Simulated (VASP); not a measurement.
Computed with LDA (Ceperley-Alder, Perdew-Zunger), VASP's LDA PAW potentials (set 64) (plane waves; VASP).

The input files of a VASP run:

**KPOINTS**
```
kpoints
0
Gamma
  5 5 5
0 0 0
```

**INCAR**
```
SYSTEM = Li2GePbS4
PREC = Accurate; ENCUT = 400; LREAL = .FALSE.
LASPH = .TRUE.
EDIFF = 1E-6; NELM = 100; ALGO = Normal
LMAXMIX = 4
ISMEAR = 0; SIGMA = 0.01
ISIF = 2
LWAVE = .FALSE.; LCHARG = .FALSE.
```

### POSCAR
```
Li2GePbS4
1
   -3.2852450000     3.2852450000     3.9542950000
    3.2852450000    -3.2852450000     3.9542950000
    3.2852450000     3.2852450000    -3.9542950000
Li Ge Pb S
2 1 1 4
Direct
  0.7500000000   0.2500000000   0.5000000000
  0.2500000000   0.7500000000   0.5000000000
  0.5000000000   0.5000000000   0.0000000000
  0.0000000000   0.0000000000   0.0000000000
  0.4658000000   0.8598200000   0.0000000000
  0.1401800000   0.1401800000   0.6059800000
  0.8598200000   0.4658000000   0.0000000000
  0.5342000000   0.5342000000   0.3940200000
```

POTCAR, in this order: Li_sv Ge_d Pb_d S (LDA.64 set). Program: vasp_std.

At this cut-off the stress carries a Pulay error, which pulls relaxed volumes low.

Question: Estimate the energy per atom (σ→0), pressure, largest force.

Answer: 
| Property | Value |
|---|---|
| energy per atom (σ→0) | -4.864 eV/atom |
| pressure | -4.57 GPa |
| largest force | 0.151 eV/Å |

**OSZICAR**
```
...
DAV:   7    -0.389347610146E+02    0.18301E+00   -0.11001E+00  1624   0.457E+00    0.311E+00
DAV:   8    -0.389152344557E+02    0.19527E-01   -0.11684E-01  1694   0.276E+00    0.719E-01
DAV:   9    -0.389132333114E+02    0.20011E-02   -0.14418E-02  1760   0.867E-01    0.246E-01
DAV:  10    -0.389133709591E+02   -0.13765E-03   -0.14843E-03  1626   0.251E-01    0.816E-02
DAV:  11    -0.389133981338E+02   -0.27175E-04   -0.27351E-04  1832   0.105E-01    0.255E-02
DAV:  12    -0.389133931726E+02    0.49612E-05   -0.45800E-05  1974   0.579E-02    0.145E-02
DAV:  13    -0.389133940551E+02   -0.88252E-06   -0.48127E-06  1336   0.128E-02
   1 F= -.38913394E+02 E0= -.38913394E+02  d E =-.879393E-97
```

The structure comes from a computed database's Li2GePbS4 entry; how it stands against other phases isn't given here. The cell was not relaxed at this level. The run is one of a series of settings (GGA removed, POTCAR Li_sv Ge_d Pb_d S (LDA.64 set) against the base run), some of them coarse on purpose.
